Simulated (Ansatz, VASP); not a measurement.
# AsP in two plane-wave programs, part 2 of 2

One calculation is typed for both programs; each brings its own data sets. How far apart do they land? The cell is taken from a series of runs on this material, whose earlier steps may have relaxed, scaled, displaced or heated it; both programs get it as it stands.

VASP 6.6.1 and Ansatz 0.2.0.

So far. Step 4 (Comparison): The largest component of a force difference here is 55 meV/Å. A gap on the mesh is an upper bound, since the band edges may lie between its points. Where the cell holds vacuum, a pressure given here is an average over it and none of the material.

### 6. VASP: single point, PBEsol, spin-orbit coupling

Level of this step: PBEsol, spin-orbit coupling; plane waves and PAW (P, As) (VASP).

A single point takes one fixed geometry, so differences don't come from the geometry; what else differs is listed under the comparison.

Input file INCAR:

```
SYSTEM = AsP
PREC = Accurate
ENCUT = 400
EDIFF = 1E-06
NELM = 200
ISMEAR = 0
SIGMA = 0.01
LREAL = .FALSE.
ALGO = Normal
GGA = PS
LNONCOLLINEAR = .TRUE.
MAGMOM = 0 0 0 0 0 0
NBANDS = 22
GGA_COMPAT = .FALSE.
LASPH = .TRUE.
LSORBIT = .TRUE.
LORBIT = 11
LWAVE = .FALSE.
LCHARG = .FALSE.
ISIF = 2
LDIPOL = .TRUE.
IDIPOL = 3
DIPOL = 0.5 0.5 0.5
LVHAR = .TRUE.
EFERMI = MIDGAP
NELMDL = -8
```

Input file POSCAR:

```
AsP
1.0
    3.4011980971      0.0000000000      0.0000000000
   -1.7005990485      2.9455239554      0.0000000000
    0.0000000000      0.0000000000     25.8000000000
P As
1 1
Direct
    0.3333333333      0.6666666667      0.4744223159
    0.6666666666      0.3333333334      0.5255776841
```

Input file KPOINTS:

```
Automatic mesh
0
Gamma
9 9 1
0 0 0
```

Potentials, in the order of the species: P and As (PBE family, release 64).

The run is started by

```console
> mpirun -np 1 vasp_ncl
```

Numbers of over 12 decimals in the logs are rounded to 6 here.

Log:

```text
[banner, memory and clock lines left out]
running    1 mpi-ranks, on    1 nodes
[...]
[... a notice as in an earlier step ...]

 LDA part: xc-table for (Slater+PW92), standard interpolation
 POSCAR, INCAR and KPOINTS ok, starting setup
[...]
entering main loop
       N       E                     dE             d eps       ncg     rms          rms(c)
DAV:   1     0.617856144097E+02    0.61786E+02   -0.23655E+03   844   0.476E+02
DAV:   2    -0.255687859833E+01   -0.64342E+02   -0.57876E+02  1262   0.105E+02
DAV:   3    -0.105427854617E+02   -0.79859E+01   -0.79402E+01  1152   0.440E+01
DAV:   4    -0.107368329058E+02   -0.19405E+00   -0.19370E+00  1198   0.861E+00
[...]
DAV:  23    -0.106222000732E+02   -0.30569E-05   -0.32346E-08   840   0.623E-04    0.214E-04
DAV:  24    -0.106222033207E+02   -0.32475E-05   -0.78274E-08   878   0.658E-04    0.254E-04
DAV:  25    -0.106222040132E+02   -0.69244E-06   -0.91296E-09   838   0.264E-04
   1 F= -.10622204E+02 E0= -.10622204E+02  d E =0.000000E+00  mag=    -0.0000    -0.0000    -0.0000
```

From OUTCAR (step 6):

```text
  Total        0.0812450      0.0812450      0.0669386      0.0000000      0.0000000     -0.0000000
  in kB        0.5036086      0.5036086      0.4149285      0.0000000      0.0000000     -0.0000000
  external PRESSURE =       0.4740486 kB  Pullay stress =       0.0000000 kB

 POSITION                                       TOTAL-FORCE (eV/Angst)
 -----------------------------------------------------------------------------------
     -0.00000      1.96368     12.24010         0.000000      0.000000     -0.055113
      1.70060      0.98184     13.55990         0.000000      0.000000      0.055113
 -----------------------------------------------------------------------------------
    total drift:                                0.000000     -0.000000      0.000067

  FREE ENERGIE OF THE ION-ELECTRON SYSTEM (eV)
  ---------------------------------------------------
  free  energy   TOTEN  =       -10.6222040132 eV

  energy  without entropy=      -10.6222040132  energy(sigma->0) =      -10.62220401

 magnetization (x)
# of ion       s       p       d       tot
------------------------------------------
    1       -0.000  -0.000   0.000  -0.000
    2        0.000   0.000  -0.000   0.000
--------------------------------------------------
tot          0.000   0.000  -0.000  -0.000

 magnetization (y)
# of ion       s       p       d       tot
------------------------------------------
    1        0.000   0.000   0.000   0.000
    2        0.000   0.000   0.000   0.000
--------------------------------------------------
tot          0.000   0.000   0.000   0.000

 magnetization (z)
# of ion       s       p       d       tot
------------------------------------------
    1        0.000   0.000   0.000   0.000
    2        0.000   0.000   0.000   0.000
--------------------------------------------------
tot          0.000   0.000   0.000   0.000

[... 1 part as in an earlier step ...]

[... 2 further parts left out ...]
[key lines of the parts left out:]
E-fermi :  -3.1984
```

### 7. Ansatz: single point, PBEsol, spin-orbit coupling

The same cell, functional and mesh now go to Ansatz, which takes its cutoff from its data sets.

The cell is taken from a series of runs on this material, whose earlier steps may have relaxed, scaled, displaced or heated it; both programs get it as it stands.

Input file input.yaml:

```yaml
crystal:
  lattice:
    - [3.4011980971, 0.0, 0.0]
    - [-1.7005990485, 2.9455239554, 0.0]
    - [0.0, 0.0, 25.8]
  atoms:
    - { symbol: P, position: [0.3333333333, 0.6666666667, 0.4744223159] }
    - { symbol: As, position: [0.6666666667, 0.3333333333, 0.5255776841] }
  periodic: [true, true, false]
kpoints:
  mp_grid: { grid: [9, 9, 1] }
  band_path:
    path:
      - [0, 0, 0]
      - [0.5, 0, 0]
      - [0.3333333333333, 0.3333333333333, 0]
      - [0, 0, 0]
    npoints: 10
hamiltonian:
  xc: pbesol
  pseudopotentials: { kind: paw_fr, azcp: { folder: soft_1 }, xc_functional: pbe }
scf:
  occupations: { method: fixed }
  n_extra_bands: 8
magnetization:
  noncollinear: true
  spin_orbit: true
output:
  eigenvalues: true
  forces: true
  stress: true
  write_density: true
  write_potential: true
  elf: true
  volumetric_format: npy
```

The run is started by

```console
> ansatz run input.yaml --threads 4 --pin off --max-ram 17510MiB --backend cpu --events-out ev --progress --plain --runs-dir out
```

Log:

```text
[...]
non-collinear run that drives no moment, with spin-orbit: no starting moment large enough to seed its density (crystal.atoms[].spin), no starting occupations that ask for one, no magnetisation constraint and no magnetic field, so the semilocal B_xc is pinned to zero
Crystal: 2 atoms, lattice volume = 258.472 Å³
[...]
k-point 2: bands = [... 16 lower, -6.8541, -6.8481, -6.0713, -6.0419, -3.6201, -3.5925, -0.9301 (-0.9301°), -0.8812 (-0.8811°), ... 4 higher]
  k-point 11: bands = [... 16 lower, -7.7719, -7.7317, -7.6676, -7.6342, -3.8310, -3.7743, -0.8254, -0.7404, ... 4 higher]
  ° read free of the cell's end (the report's vacuum.weakly_bound_levels)
[key lines of the parts left out:]
SCF converged after 10 iterations
Magnetization: |M| = 0.0000 μB,  M = (+0.0000, +0.0000, +0.0000) μB
Free energy (F): -5552.935067 eV
Fermi energy:    -5.647749 eV
P = ½ c Tr σ = 0.0154 N/m
```

### 8. Comparison

What differs besides the data sets and the points named for the pairs above, as far as they apply: spin-orbit coupling enters by fully relativistic files in Ansatz and inside the spheres in VASP; fixed occupations in Ansatz, narrow Gaussian smearing in VASP; the data sets hold 20 valence electrons in Ansatz (on its PAW fully relativistic soft_1 files) and 10 in VASP. Total energies have different zeros and are not compared.

The two programs side by side:

| quantity | Ansatz | VASP | difference |
| --- | --- | --- | --- |
| gap on the k mesh (eV) | 1.588 | 1.594 | -0.006 |

Forces (eV/Å; atoms numbered as in POSCAR):

| atom | Ansatz x, y, z | VASP x, y, z |
| --- | --- | --- |
| P1 | 0.000, 0.000, 0.001 | 0.000, 0.000, -0.055 |
| As2 | 0.000, 0.000, -0.001 | 0.000, 0.000, 0.055 |

The forces differ by 32 meV/Å r.m.s., where the r.m.s. force is 0.001 eV/Å in Ansatz and 0.032 eV/Å in VASP: the atoms lie near their places of rest in Ansatz, so a percentage would say little (all taken over all components). A gap on the mesh is an upper bound, since the band edges may lie between its points. Where the cell holds vacuum, a pressure given here is an average over it and none of the material.

### 9. Outcome

| Property | Result |
| --- | --- |
| r.m.s. force difference (single point, PBEsol) | 32 meV/Å |
| r.m.s. force difference (single point, PBEsol, spin-orbit coupling) | 32 meV/Å |

**Reading.** The r.m.s. force difference is 32 meV/Å (single point, PBEsol, spin-orbit coupling), beyond the 12 meV/Å picked in this series as the mark of a large difference. The data sets hold unlike numbers of valence electrons (20 in Ansatz and 10 in VASP), so part of the differences may come from the potentials. Single point, PBEsol, VASP with the data sets P and As_d and a cutoff of 520 eV: r.m.s. force difference goes from 32 to 12 meV/Å; the difference in gap on the k mesh goes from -0.0047 to -0.0060 eV. What causes the difference of the single point, PBEsol, spin-orbit coupling pair stays open here. Such differences can come from data sets, numerical settings and the points named under the comparisons, not from the functional's error against experiment.

[Lines on the potential files, build, host, timing and source positions are cut from VASP's logs without a mark.]

[Logs are printed without paths, hosts, clocks, repeated set-up lines and the standing remarks that a program may print on its own settings, such as how far it seeks lower states.]

[Hosts, paths, dates, database ids (printed as entryN), source tags and the programs' standing remarks are cut or masked in the printed files.]
